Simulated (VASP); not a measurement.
Here is the system:

```
CuF
1.0
    2.62366     0.00000     0.00000
   -1.31183     2.27215     0.00000
    0.00000     0.00000     6.74236
Cu F
2 2
Direct
  0.33333   0.66667   0.04832
  0.66667   0.33333   0.54832
  0.33333   0.66667   0.32668
  0.66667   0.33333   0.82668
```

These are PBEsol GGA, VASP's PBE PAW potentials (set 64) (plane waves; VASP) values and carry that method's errors. Run with 620 eV cut-off, 10×10×4 Γ-centred mesh, Gaussian smearing of 0.050 eV, potentials Cu F.

**Question.** What does the run give for the energy per atom (σ→0), pressure?

**Answer.** 
```
Property                        Value
---------------------  --------------
energy per atom (σ→0)  -3.974 eV/atom
pressure                    10.19 GPa
```

Only differences to runs with the same potentials and settings are physical.

The structure was generated: CuF was put into the wurtzite type (P6_3mc), which need not be its known phase. It was relaxed first under an external pressure of 10 GPa.
